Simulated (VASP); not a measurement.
Output of a VASP run:

**OSZICAR**
```
       N       E                     dE             d eps       ncg     rms          rms(c)
DAV:   1     0.361460807747E+03    0.36146E+03   -0.18145E+04  1952   0.221E+03
DAV:   2     0.193025666152E+02   -0.34216E+03   -0.33617E+03  2168   0.514E+02
DAV:   3    -0.247493614187E+02   -0.44052E+02   -0.43728E+02  2248   0.177E+02
DAV:   4    -0.262521248495E+02   -0.15028E+01   -0.15012E+01  2288   0.370E+01
DAV:   5    -0.262943517391E+02   -0.42227E-01   -0.42219E-01  2368   0.592E+00    0.115E+01
DAV:   6    -0.226869507357E+02    0.36074E+01   -0.23211E+01  3248   0.507E+01    0.458E+00
DAV:   7    -0.227088519360E+02   -0.21901E-01   -0.20765E+00  2160   0.921E+00    0.258E+00
DAV:   8    -0.227117108110E+02   -0.28589E-02   -0.57171E-01  2992   0.578E+00    0.106E+00
DAV:   9    -0.226877949347E+02    0.23916E-01   -0.18885E-01  2984   0.434E+00    0.248E-01
DAV:  10    -0.226898468323E+02   -0.20519E-02   -0.19440E-02  2632   0.125E+00    0.182E-01
DAV:  11    -0.226891107869E+02    0.73605E-03   -0.55404E-03  3016   0.742E-01    0.295E-02
DAV:  12    -0.226891948273E+02   -0.84040E-04   -0.70296E-04  2088   0.164E-01    0.475E-02
DAV:  13    -0.226891706295E+02    0.24198E-04   -0.18280E-04  2864   0.155E-01    0.677E-03
DAV:  14    -0.226891718255E+02   -0.11960E-05   -0.16614E-05  2696   0.393E-02    0.462E-03
DAV:  15    -0.226891720705E+02   -0.24495E-06   -0.11800E-06  1496   0.985E-03
   1 F= -.22689172E+02 E0= -.22689166E+02  d E =-.119422E-04
```

### OUTCAR
```
------------------------ aborting loop because EDIFF is reached ----------------------------------------
  FORCE on cell =-STRESS in cart. coord.  units (eV):
  Direction    XX          YY          ZZ          XY          YZ          ZX
  --------------------------------------------------------------------------------------
  Total        1.3430471      1.3430471      0.6863878      0.0000000      0.0000000      0.0000000
  in kB       31.0019736     31.0019736     15.8441042      0.0000000      0.0000000      0.0000000
  external PRESSURE =      25.9493504 kB  Pullay stress =       0.0000000 kB
  volume of cell :       69.41
      direct lattice vectors                 reciprocal lattice vectors
     3.791260000  0.000000000  0.000000000     0.263764553  0.000000000  0.000000000
     0.000000000  3.791260000  0.000000000     0.000000000  0.263764553  0.000000000
     0.000000000  0.000000000  4.828868000     0.000000000  0.000000000  0.207087872
 POSITION                                       TOTAL-FORCE (eV/Angst)
 -----------------------------------------------------------------------------------
      1.89563      0.00000      3.67960         0.000000      0.000000     -0.567249
      0.00000      1.89563      1.14927        -0.000000      0.000000      0.567249
      1.89563      1.89563      0.00000         0.000000     -0.000000      0.000000
      0.00000      0.00000      0.00000         0.000000      0.000000      0.000000
 -----------------------------------------------------------------------------------
    total drift:                                0.000000      0.000000      0.000000
  FREE ENERGIE OF THE ION-ELECTRON SYSTEM (eV)
  ---------------------------------------------------
  free  energy   TOTEN  =       -22.6891720705 eV

  energy  without entropy=      -22.6891601283  energy(sigma->0) =      -22.68916610
```
(Selected blocks of OUTCAR.)

**POSCAR**
```
SnO
1
    3.7912600000     0.0000000000     0.0000000000
    0.0000000000     3.7912600000     0.0000000000
    0.0000000000     0.0000000000     4.8288680000
Sn O
2 2
Direct
  0.5000000000   0.0000000000   0.7620000000
  0.0000000000   0.5000000000   0.2380000000
  0.5000000000   0.5000000000   0.0000000000
  0.0000000000   0.0000000000   0.0000000000
```

Question: Reconstruct the remaining input files.

Answer: Several could match; the one computed here: the input of the run itself, PBE GGA, plane waves, VASP's PBE PAW potentials (set 64).

### KPOINTS
```
K-points
0
gamma
7 7 6
0 0 0
```

**INCAR**
```
SYSTEM = SnO
PREC = Accurate; ENCUT = 400; LREAL = .False.
LASPH = .True.
EDIFF = 1E-6; NELM = 100; ALGO = Normal
LMAXMIX = 4
ISMEAR = -1; SIGMA = 0.02
GGA = PE
ISIF = 2
LWAVE = .False.; LCHARG = .False.
```

POTCAR, in this order: Sn_d O (PBE.64 set). Program: vasp_std.

At this cut-off the stress carries a Pulay error, which pulls relaxed volumes low.

The structure is a typed SnO crystal (P4/nmm). The cell was not relaxed at this level.
